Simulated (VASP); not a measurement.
Data:

```
CELL_PARAMETERS angstrom
      5.04827     0.00000     0.00000
      0.00000     5.04827     0.00000
      0.00000     0.00000     5.04827
ATOMIC_POSITIONS crystal
  Cd 0.00000 0.00000 0.00000
  Cd 0.50000 0.50000 0.00000
  Cd 0.50000 0.00000 0.50000
  O  0.50000 0.50000 0.50000
  O  0.00000 0.00000 0.50000
  O  0.00000 0.50000 0.00000
  O  0.50000 0.00000 0.00000
  Ba 0.00000 0.50000 0.50000
```

All values below come from PBE GGA, VASP's PBE PAW potentials (set 64) (plane waves; VASP). Settings: 500 eV cut-off, Gaussian smearing of 0.050 eV, potentials Cd O Ba_sv.

Task: Give the energies of bands 25 to 38 at the high-symmetry points, in eV from the Fermi level.

Result: 
```tsv
band	Γ	X	M	R
25	-3.34	-3.23	-3.64	-4.55
26	-3.34	-3.09	-3.64	-4.55
27	-2.28	-3.05	-2.56	-2.20
28	-2.28	-2.38	-2.56	-2.20
29	-2.28	-2.24	-2.44	-1.56
30	-1.69	-2.24	-2.32	-1.00
31	-1.69	-2.17	-1.93	-1.00
32	-1.69	-1.97	-0.91	-1.00
33	-1.30	-1.97	-0.91	-0.77
34	-0.12	-0.08	-0.84	-0.77
35	-0.12	-0.08	-0.04	-0.77
36	-0.12	1.96	3.39	3.09
37	1.80	2.27	3.67	4.55
38	1.80	3.76	3.67	4.55
```

It has no gap at this level: it comes out as a metal or semimetal.

The structure was generated: BaCd3O4 was put into an ordered model structure (Pm-3m), which need not be its known phase. It was relaxed first, which changed the volume by +9 %.
